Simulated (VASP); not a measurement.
A convergence study with VASP on BN (hex): one setting is varied, all else stays as given below, so the limit is that of these other settings. Each run relaxes cell and ions from the cell shown.

```
BN
1.0
    1.25200    -2.16853     0.00000
    1.25200     2.16853     0.00000
    0.00000     0.00000     6.66000
B N
2 2
Cartesian
  1.25200   0.72284   1.66500
  1.25200  -0.72284   4.99500
  1.25200  -0.72284   1.66500
  1.25200   0.72284   4.99500
```

These are PBEsol GGA, VASP's PBE PAW potentials (set 64) (plane waves; VASP 6.6.1) values and carry that method's errors. The tightest run used: 700 eV cut-off, 14×14×5 Γ-centred mesh, Gaussian smearing of 0.050 eV, potentials B N.

### Question
The settings run are 2×2×1 mesh; 3×3×1 mesh; 4×4×1 mesh; 5×5×2 mesh; 6×6×2 mesh; 7×7×3 mesh; 9×9×3 mesh; 10×10×4 mesh; 11×11×4 mesh; 12×12×4 mesh; 13×13×5 mesh; 14×14×5 mesh. From which on does the relaxed volume stay within 0.05 Å³/atom of the tightest run?

### Answer
From 5×5×2 mesh on: it is off by 0.013 there and by no more than 0.05 in any finer run, while 4×4×1 mesh is off by 1.858.
```tsv
setting	relaxed volume (Å³/atom)	E (eV/atom)	irreducible k-points	difference judged (Å³/atom)
2×2×1 mesh	6.020	-8.7328	2	3.305
3×3×1 mesh	11.186	-9.0852	3	1.861
4×4×1 mesh	11.183	-9.1276	4	1.858
5×5×2 mesh	9.312	-9.1422	10	0.013
6×6×2 mesh	9.349	-9.1458	14	0.024
7×7×3 mesh	9.327	-9.1460	16	0.002
9×9×3 mesh	9.326	-9.1461	24	0.001
10×10×4 mesh	9.323	-9.1461	42	0.002
11×11×4 mesh	9.325	-9.1461	48	0.000
12×12×4 mesh	9.325	-9.1461	57	0.000
13×13×5 mesh	9.324	-9.1461	63	0.001
14×14×5 mesh	9.325	-9.1461	72	0.000
```

Left out are rungs that failed or repeat a setting and relaxations that didn't move; long series are thinned to 24 rows.

The compound is BN in the hex structure.
